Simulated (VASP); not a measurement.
Method: PBE GGA, VASP's PBE PAW potentials (set 64) (plane waves; VASP 6.6.1).

Input for VASP

**INCAR**
```
! general
SYSTEM = KCl
PREC   = Accurate
ENCUT  = 400
LREAL  = .False.
LASPH  = .True.

! electronic loop
EDIFF  = 1E-6   ! SCF stop (eV)
NELM   = 100   ! most electronic steps
ALGO   = Normal   ! blocked Davidson

! smearing
ISMEAR = 0   ! Gaussian
SIGMA  = 0.05

! functional
GGA    = PE   ! PBE

! ions
ISIF   = 2

! output
LWAVE  = .False.
LCHARG = .False.
```

File POSCAR:
```
KCl
4.4477020
  0.0000000000   0.7071067261   0.7071067261
  0.7071067261   0.0000000000   0.7071067261
  0.7071067261   0.7071067261   0.0000000000
K Cl
1 1
Direct
  0.0000000000   0.0000000000   0.0000000000
  0.5000000000   0.5000000000   0.5000000000
```

File KPOINTS:
```
Automatic mesh
0
gamma
1 1 1
0 0 0
```

POTCAR, in this order: K_sv Cl (PBE.64 set). Program: vasp_std.

The resulting files:

File OSZICAR:
```
       N       E                     dE             d eps       ncg     rms          rms(c)
DAV:   1     0.100195883814E+03    0.10020E+03   -0.64775E+03    24   0.982E+02
DAV:   2    -0.524974440379E+00   -0.10072E+03   -0.96723E+02    36   0.246E+02
DAV:   3    -0.473570031003E+01   -0.42107E+01   -0.42044E+01    32   0.523E+01
DAV:   4    -0.484719169730E+01   -0.11149E+00   -0.11055E+00    44   0.726E+00
DAV:   5    -0.484736411402E+01   -0.17242E-03   -0.17241E-03    32   0.301E-01    0.409E+00
DAV:   6    -0.399855824684E+01    0.84881E+00   -0.14640E+00    28   0.594E+00    0.321E+00
DAV:   7    -0.389582573435E+01    0.10273E+00   -0.69885E-01    28   0.416E+00    0.236E+00
DAV:   8    -0.390807598868E+01   -0.12250E-01   -0.27180E-02    32   0.159E+00    0.368E-01
DAV:   9    -0.390660828857E+01    0.14677E-02   -0.27888E-03    28   0.300E-01    0.187E-01
DAV:  10    -0.390616171788E+01    0.44657E-03   -0.33699E-04    24   0.207E-01    0.129E-02
DAV:  11    -0.390615520822E+01    0.65097E-05   -0.96211E-06    28   0.298E-02    0.605E-03
DAV:  12    -0.390615435151E+01    0.85671E-06   -0.12189E-06    28   0.112E-02
   1 F= -.39061544E+01 E0= -.39061544E+01  d E =-.703325E-15
```

OUTCAR:
```
------------------------ aborting loop because EDIFF is reached ----------------------------------------
  FORCE on cell =-STRESS in cart. coord.  units (eV):
  Direction    XX          YY          ZZ          XY          YZ          ZX
  --------------------------------------------------------------------------------------
  Total        5.2000970      5.2000970      5.2000970     -0.0000000     -0.0000000      0.0000000
  in kB      133.9152642    133.9152642    133.9152642     -0.0000000     -0.0000000      0.0000000
  external PRESSURE =     133.9152642 kB  Pullay stress =       0.0000000 kB
  volume of cell :       62.21
      direct lattice vectors                 reciprocal lattice vectors
     0.000000000  3.145000000  3.145000000    -0.158982512  0.158982512  0.158982512
     3.145000000  0.000000000  3.145000000     0.158982512 -0.158982512  0.158982512
     3.145000000  3.145000000  0.000000000     0.158982512  0.158982512 -0.158982512
  FREE ENERGIE OF THE ION-ELECTRON SYSTEM (eV)
  ---------------------------------------------------
  free  energy   TOTEN  =        -3.9061543515 eV

  energy  without entropy=       -3.9061543515  energy(sigma->0) =       -3.90615435
```
(Selected blocks of OUTCAR.)

File OUTCAR:
```
 val. band max:       -0.7025460967   @ k =   0.0000   0.0000   0.0000

 cond. band min:       3.5540619448   @ k =   0.0000   0.0000   0.0000


 Fermi energy:        -0.4178481135

 k-point     1 :       0.0000    0.0000    0.0000
  band No.  band energies     occupation
      1     -29.3114      2.00000
      2     -12.7608      2.00000
      3     -12.7608      2.00000
      4     -12.7608      2.00000
      5     -12.6373      2.00000
      6      -0.7025      2.00000
      7      -0.7025      2.00000
      8      -0.7025      2.00000
      9       3.5541      0.00000
     10       6.5905      0.00000
     11       6.5905      0.00000
     12       6.5905      0.00000
```

The compound is KCl in the rock salt structure. The cell was not relaxed at this level. The k-mesh is coarse (spacing up to 1.73 per Å, 2π included), so the numbers may not be converged in it. The run is one of a series of settings (KPOINTS 1×1×1 Γ-centred mesh against the base run), some of them coarse on purpose.
